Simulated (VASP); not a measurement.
A VASP calculation is set up with these files.

File POSCAR:
```
CaGa2
1
    4.2388600000     0.0000000000     0.0000000000
   -2.1194300000     3.6709600000     0.0000000000
    0.0000000000     0.0000000000     4.4164100000
Ca Ga
1 2
Direct
  0.0000000000   0.0000000000   0.0000000000
  0.3333330000   0.6666670000   0.5000000000
  0.6666670000   0.3333330000   0.5000000000
```

File KPOINTS:
```
K-points
0
gamma
 7 7 6
0 0 0
```

INCAR:
```
SYSTEM = CaGa2
PREC = Accurate
ENCUT = 300
EDIFF = 1E-6
NELM = 100
ALGO = Normal
LREAL = .FALSE.
LASPH = .TRUE.
ISMEAR = -1
SIGMA = 0.1
GGA = PS
LMAXMIX = 4
LWAVE = .FALSE.
LCHARG = .FALSE.
ISIF = 2
```

POTCAR, in this order: Ca_sv Ga_d (PBE.64 set). Program: vasp_std.

Q: Write an equivalent input for Ansatz.

A: One equivalent input (not run):
Ansatz 0.2 input:
```yaml
crystal:
  lattice:
    - [4.2388600, 0.0000000, 0.0000000]
    - [-2.1194300, 3.6709600, 0.0000000]
    - [0.0000000, 0.0000000, 4.4164100]
  atoms:
    - { symbol: Ca, position: [0.0000000, 0.0000000, 0.0000000] }
    - { symbol: Ga, position: [0.3333330, 0.6666670, 0.5000000] }
    - { symbol: Ga, position: [0.6666670, 0.3333330, 0.5000000] }
kpoints:
  mp_grid: { grid: [7, 7, 6] }
hamiltonian:
  xc: pbesol
  pseudopotentials: { kind: paw }
scf:
  occupations: { method: fermi_dirac, width: 0.1 }
  max_iter: 100
output: { forces: true, stress: true, eigenvalues: true }
```
What does not carry over: each code has its own PAW files, so the cut-off isn't converted (ENCUT is set for VASP's; basis.ecutwfc is left out, and Ansatz then takes the one that its files recommend); Ansatz stops its SCF on the density residual and VASP on the energy change (EDIFF).

The structure comes from a computed database's CaGa2 entry; how it stands against other phases isn't given here. The cell was not relaxed at this level.
